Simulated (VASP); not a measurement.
Shape and ions are relaxed at each volume.

Given:

HfB2 has the hexagonal space group P6/mmm (No. 191), Pearson symbol hP3. Lattice parameters: a = 3.119 Å, b = 3.119 Å, c = 3.458 Å, α = 90.00°, β = 90.00°, γ = 120.00°. Hf on 1a is surrounded by 12 B at 2.497 Å. B on 2d has 3 B at 1.801 Å and 6 Hf at 2.497 Å. (Neighbours: up to the widest gap in distance over summed covalent radii, below 1.35, at either atom; cation-cation and far metal-metal contacts left out.)

These are PBE GGA with D3 dispersion (Becke-Johnson damping), VASP's PBE PAW potentials (set 64) (plane waves; VASP) values and carry that method's errors. Settings: 520 eV cut-off, 11×11×9 Γ-centred mesh, first-order Methfessel-Paxton smearing of 0.10 eV, potentials Hf_pv B.

Problem. Give the energy at these volumes per atom, relative to the lowest: 9.13, 9.42, 9.71, 10.00, 10.30 Å³.

Solution. 31.9, 7.6, 0.0, 6.8, 26.1 meV/atom. A third-order Birch-Murnaghan fit gives B0 = 264 GPa and B0′ = 3.9.

The compound is HfB2 in the AlB2 type structure. It was relaxed first.
